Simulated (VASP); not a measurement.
Method: LDA (Ceperley-Alder, Perdew-Zunger), VASP's LDA PAW potentials (set 64) (plane waves; VASP 6.6.1).

VASP ran on this input.

INCAR:
```
ENCUT=400
SYSTEM=Na
ISIF=2
LCHARG=.TRUE.
LASPH=.TRUE.
ISMEAR=-5
ALGO=Normal
EDIFF=1E-7   ! SCF stop (eV)
LREAL=.FALSE.   ! projection in real space or not
NELM=100
NEDOS=601
PREC=Accurate
LORBIT=11
LWAVE=.FALSE.
```

**POSCAR**
```
Na
1
   -2.0137254733     2.0137254733     2.0137254733
    2.0137254733    -2.0137254733     2.0137254733
    2.0137254733     2.0137254733    -2.0137254733
Na
1
Direct
  1.0000000000   0.0000000000   0.0000000000
```

### KPOINTS
```
Automatic mesh
0
Gamma
14 14 14
0 0 0
```

POTCAR, in this order: Na_pv (LDA.64 set). Program: vasp_std.

What VASP printed:

**OUTCAR**
```
 ion  position               nearest neighbor table
   1  0.000  0.000  0.000-
  LATTYP: Found a body centered cubic cell.
 ALAT       =     4.0274509466
 Subroutine PRICEL returns:
 Original cell was already a primitive cell.
 Subroutine GETGRP returns: Found 48 space group operations
The static configuration has the point symmetry O_h .
The dynamic configuration has the point symmetry O_h .
 Subroutine INISYM returns: Found 48 space group operations
 Subroutine IBZKPT returns following result:
 Found    104 irreducible k-points:

 Following reciprocal coordinates:
            Coordinates               Weight
  0.000000  0.000000  0.000000      1.000000
  0.071429  0.000000  0.000000     12.000000
  0.142857  0.000000  0.000000     12.000000
  0.214286  0.000000  0.000000     12.000000
  0.285714  0.000000  0.000000     12.000000
  0.357143  0.000000  0.000000     12.000000
  0.428571  0.000000  0.000000     12.000000
  0.500000  0.000000  0.000000      6.000000
  0.071429  0.071429  0.000000     24.000000
  0.142857  0.071429 -0.000000     48.000000
...
```

### OSZICAR
```
       N       E                     dE             d eps       ncg     rms          rms(c)
DAV:   1     0.168843055482E+02    0.16884E+02   -0.36053E+03  1477   0.706E+02
DAV:   2    -0.115108161492E+01   -0.18035E+02   -0.18029E+02  1540   0.129E+02
DAV:   3    -0.145314770150E+01   -0.30207E+00   -0.30207E+00  1841   0.237E+01
DAV:   4    -0.145552617674E+01   -0.23785E-02   -0.23786E-02  1764   0.181E+00
DAV:   5    -0.145555637053E+01   -0.30194E-04   -0.30198E-04  1862   0.177E-01    0.213E-01
DAV:   6    -0.145409953214E+01    0.14568E-02   -0.94558E-04  1750   0.536E-01    0.138E-01
DAV:   7    -0.145326260835E+01    0.83692E-03   -0.13563E-03  1575   0.542E-01    0.216E-02
DAV:   8    -0.145324677077E+01    0.15838E-04   -0.96765E-05  1631   0.220E-01    0.307E-03
DAV:   9    -0.145324710775E+01   -0.33697E-06   -0.42052E-07  1694   0.892E-03    0.119E-03
DAV:  10    -0.145324716016E+01   -0.52413E-07   -0.56432E-08  1540   0.189E-03
   1 F= -.14532472E+01 E0= -.14532472E+01  d E =0.000000E+00
```

**OUTCAR**
```
------------------------ aborting loop because EDIFF is reached ----------------------------------------
  FORCE on cell =-STRESS in cart. coord.  units (eV):
  Direction    XX          YY          ZZ          XY          YZ          ZX
  --------------------------------------------------------------------------------------
  Total       -0.0089819     -0.0089819     -0.0089819      0.0000000     -0.0000000      0.0000000
  in kB       -0.4405746     -0.4405746     -0.4405746      0.0000000     -0.0000000      0.0000000
  external PRESSURE =      -0.4405746 kB  Pullay stress =       0.0000000 kB
  volume of cell :       32.66
      direct lattice vectors                 reciprocal lattice vectors
    -2.013725473  2.013725473  2.013725473     0.000000000  0.248296010  0.248296010
     2.013725473 -2.013725473  2.013725473     0.248296010  0.000000000  0.248296010
     2.013725473  2.013725473 -2.013725473     0.248296010  0.248296010  0.000000000
 POSITION                                       TOTAL-FORCE (eV/Angst)
 -----------------------------------------------------------------------------------
      0.00000      0.00000      0.00000         0.000000     -0.000000      0.000000
 -----------------------------------------------------------------------------------
    total drift:                               -0.000000     -0.000000      0.000000
  FREE ENERGIE OF THE ION-ELECTRON SYSTEM (eV)
  ---------------------------------------------------
  free  energy   TOTEN  =        -1.4532471602 eV

  energy  without entropy=       -1.4532471602  energy(sigma->0) =       -1.45324716

 total charge

# of ion       s       p       d       tot
------------------------------------------
    1        0.111   5.967   0.000   6.077
```
(Selected blocks of OUTCAR.)

For a metal the tetrahedron method with Blöchl corrections gives inexact stress and forces.

The compound is Na in the bcc structure. It was relaxed first, which changed the volume by -15 %.
